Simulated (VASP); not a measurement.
Level of theory: optB86b-vdW, VASP's PBE PAW potentials (set 64) (plane waves; VASP).

VASP input:

### POSCAR
```
KZnF3
1
    4.0783669201    -0.0000000000    -0.0000000000
   -0.0000000000     4.0783669201    -0.0000000000
   -0.0000000000    -0.0000000000     4.0783669201
K Zn F
1 1 3
Direct
  0.0000000000   0.0000000000   0.0000000000
  0.5000000000   0.5000000000   0.5000000000
  0.5000000000   0.0000000000   0.5000000000
  0.0000000000   0.5000000000   0.5000000000
  0.5000000000   0.5000000000   0.0000000000
```

### INCAR
```
SYSTEM = KZnF3
PREC = Accurate
ENCUT = 520
EDIFF = 1E-6
NELM = 100
ALGO = Normal
LREAL = .FALSE.
LASPH = .TRUE.
ISMEAR = 0
SIGMA = 0.05
GGA = MK
PARAM1 = 0.1234
PARAM2 = 1.0
LUSE_VDW = .TRUE.
AGGAC = 0.0
LMAXMIX = 4
LWAVE = .FALSE.
LCHARG = .FALSE.
IBRION = 2
ISIF = 3
NSW = 60
EDIFFG = -0.02
```

KPOINTS:
```
Automatic mesh
0
G
  5 5 5
```

POTCAR, in this order: K_sv Zn F (PBE.64 set). Program: vasp_std.

Output of the run:

### OUTCAR
```
 ion  position               nearest neighbor table
   1  0.000  0.000  0.000-
   2  0.500  0.500  0.500-   3 2.04   4 2.04   5 2.04   5 2.04   3 2.04   4 2.04
   3  0.500  0.000  0.500-   2 2.04   2 2.04
   4  0.000  0.500  0.500-   2 2.04   2 2.04
   5  0.500  0.500  0.000-   2 2.04   2 2.04
  LATTYP: Found a simple cubic cell.
 ALAT       =     4.0783669201
 Subroutine PRICEL returns:
 Original cell was already a primitive cell.
 Subroutine GETGRP returns: Found 48 space group operations
The static configuration has the point symmetry O_h .
The dynamic configuration has the point symmetry O_h .
 Subroutine INISYM returns: Found 48 space group operations
 Subroutine IBZKPT returns following result:
 Found     10 irreducible k-points:

 Following reciprocal coordinates:
            Coordinates               Weight
  0.000000  0.000000  0.000000      1.000000
  0.200000  0.000000  0.000000      6.000000
  0.400000  0.000000  0.000000      6.000000
  0.200000  0.200000  0.000000     12.000000
  0.400000  0.200000  0.000000     24.000000
  0.400000  0.400000  0.000000     12.000000
  0.200000  0.200000  0.200000      8.000000
  0.400000  0.200000  0.200000     24.000000
  0.400000  0.400000  0.200000     24.000000
  0.400000  0.400000  0.400000      8.000000
   k-points           NKPTS =     10   k-points in BZ     NKDIM =     10   number of bands    NBANDS=     25
   number of dos      NEDOS =    301   number of ions     NIONS =      5
   total plane-waves  NPLWV =  27000
   dimension x,y,z NGX =    30 NGY =   30 NGZ =   30
   dimension x,y,z NGXF=    60 NGYF=   60 NGZF=   60
   ions per type =               1   1   3
   PREC   = accura    normal or accurate (medium, high low for compatibility)
   ISTART =      0    job   : 0-new  1-cont  2-samecut
   ICHARG =      2    charge: 1-file 2-atom 10-const
   ISPIN  =      1    spin polarized calculation?
   LNONCOLLINEAR =      F non collinear calculations
...
```

File OSZICAR:
```
       N       E                     dE             d eps       ncg     rms          rms(c)
DAV:   1     0.446145408925E+03    0.44615E+03   -0.22615E+04   508   0.200E+03
DAV:   2     0.220647406089E+02   -0.42408E+03   -0.41276E+03   604   0.487E+02
DAV:   3    -0.111798330103E+02   -0.33245E+02   -0.33118E+02   596   0.150E+02
DAV:   4    -0.118947954394E+02   -0.71496E+00   -0.71429E+00   839   0.202E+01
DAV:   5    -0.119024625011E+02   -0.76671E-02   -0.76639E-02   616   0.158E+00    0.115E+01
DAV:   6    -0.966135777271E+01    0.22411E+01   -0.82130E+00   718   0.403E+01    0.711E+00
DAV:   7    -0.973083290887E+01   -0.69475E-01   -0.15336E+00   520   0.850E+00    0.461E+00
DAV:   8    -0.974997617934E+01   -0.19143E-01   -0.62975E-01   651   0.172E+01    0.169E+00
DAV:   9    -0.971245964329E+01    0.37517E-01   -0.10025E-01   768   0.931E+00    0.726E-01
DAV:  10    -0.970720213687E+01    0.52575E-02   -0.10519E-01   731   0.817E+00    0.312E-01
DAV:  11    -0.970680343128E+01    0.39871E-03   -0.15890E-02   702   0.164E+00    0.103E-01
DAV:  12    -0.970689526652E+01   -0.91835E-04   -0.65416E-04   568   0.211E-01    0.103E-01
DAV:  13    -0.970689843545E+01   -0.31689E-05   -0.27773E-05   701   0.995E-02    0.101E-01
DAV:  14    -0.970708553489E+01   -0.18710E-03   -0.84873E-04   635   0.875E-01    0.141E-01
DAV:  15    -0.970688938026E+01    0.19615E-03   -0.38122E-04   708   0.189E-01    0.693E-02
DAV:  16    -0.970685423847E+01    0.35142E-04   -0.61769E-05   637   0.848E-02    0.456E-02
DAV:  17    -0.970683314679E+01    0.21092E-04   -0.33706E-05   643   0.128E-01    0.252E-02
DAV:  18    -0.970682707468E+01    0.60721E-05   -0.14395E-05   709   0.672E-02    0.133E-02
DAV:  19    -0.970682547853E+01    0.15961E-05   -0.39369E-06   387   0.315E-02    0.735E-03
DAV:  20    -0.970682583089E+01   -0.35236E-06   -0.18263E-05   636   0.481E-02    0.832E-03
DAV:  21    -0.970682494411E+01    0.88678E-06   -0.34045E-06   425   0.225E-02
   1 F= -.97068249E+01 E0= -.97068249E+01  d E =-.970682E+01
```

OUTCAR:
```
------------------------ aborting loop because EDIFF is reached ----------------------------------------
  FORCE on cell =-STRESS in cart. coord.  units (eV):
  Direction    XX          YY          ZZ          XY          YZ          ZX
  --------------------------------------------------------------------------------------
  Total        0.0186692      0.0186692      0.0186692     -0.0000000      0.0000000     -0.0000000
  in kB        0.4409376      0.4409376      0.4409376     -0.0000000      0.0000000     -0.0000000
  external PRESSURE =       0.4409376 kB  Pullay stress =       0.0000000 kB
  volume of cell :       67.84
      direct lattice vectors                 reciprocal lattice vectors
     4.078366920  0.000000000  0.000000000     0.245196183  0.000000000  0.000000000
     0.000000000  4.078366920  0.000000000     0.000000000  0.245196183  0.000000000
     0.000000000  0.000000000  4.078366920     0.000000000  0.000000000  0.245196183
 POSITION                                       TOTAL-FORCE (eV/Angst)
 -----------------------------------------------------------------------------------
      0.00000      0.00000      0.00000         0.000000      0.000000      0.000000
      2.03918      2.03918      2.03918         0.000000      0.000000      0.000000
      2.03918      0.00000      2.03918         0.000000      0.000000      0.000000
      0.00000      2.03918      2.03918         0.000000      0.000000      0.000000
      2.03918      2.03918      0.00000         0.000000      0.000000      0.000000
 -----------------------------------------------------------------------------------
    total drift:                                0.000000      0.000000     -0.000000
  FREE ENERGIE OF THE ION-ELECTRON SYSTEM (eV)
  ---------------------------------------------------
  free  energy   TOTEN  =        -9.7068249441 eV

  energy  without entropy=       -9.7068249441  energy(sigma->0) =       -9.70682494

 reached required accuracy - stopping structural energy minimisation
```
(Selected blocks of OUTCAR.)

The compound is KZnF3 in the cubic perovskite structure. It was relaxed first. The start is the result of an earlier pass.
